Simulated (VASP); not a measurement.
Output of a VASP run:

OUTCAR:
```
 ion  position               nearest neighbor table
   1  0.000  0.000  0.000-   2 2.81   2 2.81   2 2.85   2 2.85
   2  0.245  0.255  0.255-   1 2.81   1 2.81   1 2.85   1 2.85
  LATTYP: Found a face centered orthorhombic cell.
 ALAT       =     6.3675640000
 B/A-ratio  =     1.0338553331
 C/A-ratio  =     1.0437994812
 Subroutine PRICEL returns:
 Original cell was already a primitive cell.
 Subroutine GETGRP returns: Found  2 space group operations
The static configuration has the point symmetry C_2 .
The dynamic configuration has the point symmetry C_2 .
 Subroutine INISYM returns: Found  2 space group operations
 Subroutine IBZKPT returns following result:
 Found     68 irreducible k-points:

 Following reciprocal coordinates:
            Coordinates               Weight
  0.000000  0.000000  0.000000      1.000000
  0.166667  0.000000  0.000000      4.000000
  0.000000  0.000000  0.166667      4.000000
  0.333333  0.000000  0.000000      4.000000
  0.000000  0.000000  0.333333      4.000000
  0.500000  0.000000  0.000000      2.000000
 -0.000000 -0.000000  0.500000      2.000000
  0.166667  0.166667  0.000000      2.000000
  0.333333  0.166667 -0.000000      4.000000
 -0.166667 -0.166667  0.166667      4.000000
  0.500000  0.166667  0.000000      4.000000
 -0.166667 -0.166667  0.333333      4.000000
 -0.333333  0.166667  0.000000      4.000000
 -0.166667 -0.166667  0.500000      4.000000
 -0.166667  0.166667  0.000000      4.000000
  0.333333  0.333333  0.000000      2.000000
  0.500000  0.333333  0.000000      4.000000
 -0.333333 -0.333333  0.166667      4.000000
 -0.333333  0.333333  0.000000      4.000000
  0.500000  0.500000  0.000000      1.000000
  0.166667  0.000000  0.166667      2.000000
  0.333333 -0.000000  0.166667      4.000000
  0.166667  0.000000  0.333333      4.000000
  0.500000  0.000000  0.166667      4.000000
  0.166667 -0.000000  0.500000      4.000000
 -0.333333  0.000000  0.166667      4.000000
  0.166667 -0.000000 -0.333333      4.000000
 -0.166667  0.000000  0.166667      4.000000
  0.000000  0.166667  0.166667      2.000000
  0.333333  0.166667  0.166667      2.000000
 -0.000000 -0.166667  0.166667      2.000000
  0.500000  0.166667  0.166667      4.000000
  0.000000 -0.166667  0.333333      4.000000
 -0.333333  0.166667  0.166667      4.000000
  0.000000 -0.166667  0.500000      4.000000
 -0.166667  0.166667  0.166667      4.000000
  0.000000 -0.166667 -0.333333      4.000000
  0.500000  0.333333  0.166667      2.000000
 -0.166667 -0.333333  0.166667      2.000000
 -0.333333  0.333333  0.166667      4.000000
   k-points           NKPTS =     68   k-points in BZ     NKDIM =     68   number of bands    NBANDS=     10
   number of dos      NEDOS =    301   number of ions     NIONS =      2
   total plane-waves  NPLWV =  28800
   dimension x,y,z NGX =    30 NGY =   32 NGZ =   30
   dimension x,y,z NGXF=    60 NGYF=   64 NGZF=   60
   ions per type =               1   1
   PREC   = accura    normal or accurate (medium, high low for compatibility)
   ISTART =      0    job   : 0-new  1-cont  2-samecut
   ICHARG =      2    charge: 1-file 2-atom 10-const
   ISPIN  =      1    spin polarized calculation?
   LNONCOLLINEAR =      F non collinear calculations
   LSORBIT =      F    spin-orbit coupling
   INIWAV =      1    electr: 0-lowe 1-rand  2-diag
   ENCUT  =  400.0 eV  29.40 Ry    5.42 a.u.   7.47  7.63  7.51*2*pi/ulx,y,z
   NELM   =    100;   NELMIN=  2; NELMDL= -5     # of ELM steps
   EDIFF  = 0.1E-05   stopping-criterion for ELM
   LREAL  =      F    real-space projection
   NLSPLINE    = F    spline interpolate recip. space projectors
   LMAXMIX     =    6 max onsite mixed and CHGCAR
   VOSKOWN=      0    Vosko Wilk Nusair interpolation
   EDIFFG = 0.1E-04   stopping-criterion for IOM
   NSW    =      0    number of steps for IOM
...
```

OSZICAR:
```
       N       E                     dE             d eps       ncg     rms          rms(c)
DAV:   1     0.990738236455E+02    0.99074E+02   -0.70895E+03  1368   0.125E+03
DAV:   2     0.207731271885E+01   -0.96997E+02   -0.94561E+02  1494   0.293E+02
DAV:   3    -0.372239683951E+01   -0.57997E+01   -0.55867E+01  1532   0.707E+01
DAV:   4    -0.381782433583E+01   -0.95427E-01   -0.95340E-01  1768   0.860E+00
DAV:   5    -0.381898989858E+01   -0.11656E-02   -0.11655E-02  1548   0.792E-01    0.743E+00
DAV:   6    -0.361527865920E+01    0.20371E+00   -0.64731E-01  1422   0.133E+01    0.584E+00
DAV:   7    -0.360990406801E+01    0.53746E-02   -0.14289E-01  1374   0.350E+00    0.226E+00
DAV:   8    -0.360893455573E+01    0.96951E-03   -0.14208E-02  1444   0.198E+00    0.624E-01
DAV:   9    -0.360897036444E+01   -0.35809E-04   -0.12303E-03  1418   0.552E-01    0.151E-01
DAV:  10    -0.360899632492E+01   -0.25960E-04   -0.13711E-04  1496   0.145E-01    0.501E-02
DAV:  11    -0.360901298886E+01   -0.16664E-04   -0.82421E-05  1398   0.109E-01    0.455E-02
DAV:  12    -0.360900952479E+01    0.34641E-05   -0.14853E-05  1386   0.564E-02    0.222E-02
DAV:  13    -0.360900956876E+01   -0.43976E-07   -0.80252E-07   704   0.816E-03
   1 F= -.36090096E+01 E0= -.36089575E+01  d E =-.104056E-03
```

**OUTCAR**
```
------------------------ aborting loop because EDIFF is reached ----------------------------------------
  FORCE on cell =-STRESS in cart. coord.  units (eV):
  Direction    XX          YY          ZZ          XY          YZ          ZX
  --------------------------------------------------------------------------------------
  Total        0.8752566      1.0982738      0.9452511      0.0000000     -0.1769234      0.0000000
  in kB       20.1330319     25.2629702     21.7430739      0.0000000     -4.0696681      0.0000000
  external PRESSURE =      22.3796920 kB  Pullay stress =       0.0000000 kB
  volume of cell :       69.65
      direct lattice vectors                 reciprocal lattice vectors
     0.000000000  3.183782000  3.291570000    -0.150456032  0.157045928  0.151903195
     3.323230000  0.000000000  3.291570000     0.150456032 -0.157045928  0.151903195
     3.323230000  3.183782000  0.000000000     0.150456032  0.157045928 -0.151903195
 POSITION                                       TOTAL-FORCE (eV/Angst)
 -----------------------------------------------------------------------------------
      0.00000      0.00000      0.00000         0.114561     -0.000000     -0.000000
      1.69315      1.59189      1.64579        -0.114561      0.000000      0.000000
 -----------------------------------------------------------------------------------
    total drift:                                0.000011      0.000003     -0.000001
  FREE ENERGIE OF THE ION-ELECTRON SYSTEM (eV)
  ---------------------------------------------------
  free  energy   TOTEN  =        -3.6090095688 eV

  energy  without entropy=       -3.6089055131  energy(sigma->0) =       -3.60895754
```
(Selected blocks of OUTCAR.)

POSCAR:
```
HgTe
1
    0.0000000000     3.1837820000     3.2915700000
    3.3232300000     0.0000000000     3.2915700000
    3.3232300000     3.1837820000     0.0000000000
Hg Te
1 1
Direct
  0.0000000000   0.0000000000   0.0000000000
  0.2452560000   0.2547440000   0.2547440000
```

### Question
Reconstruct the remaining input files.

### Answer
Several could match; the one computed here: the input of the run itself, PBE GGA, plane waves, VASP's PBE PAW potentials (set 64).

INCAR:
```
ALGO  =  Normal
EDIFF  =  1E-6
ENCUT  =  400
GGA  =  PE
ISIF  =  2
ISMEAR  =  0
LASPH  =  .TRUE.
LCHARG  =  .FALSE.
LMAXMIX  =  6
LREAL  =  .FALSE.
LWAVE  =  .FALSE.
NBANDS  =  10
NELM  =  100
PREC  =  Accurate
SIGMA  =  0.05
SYSTEM  =  HgTe
```

File KPOINTS:
```
kpoints
0
Gamma
6 6 6
0 0 0
```

POTCAR, in this order: Hg Te (PBE.64 set). Program: vasp_std.

The compound is HgTe in the zinc blende structure. The cell was not relaxed at this level, atoms are displaced from their ideal sites. The run is one of a series of settings (NBANDS = 10 against the base run), some of them coarse on purpose. VASP warned that the highest band is occupied, so more bands are needed.
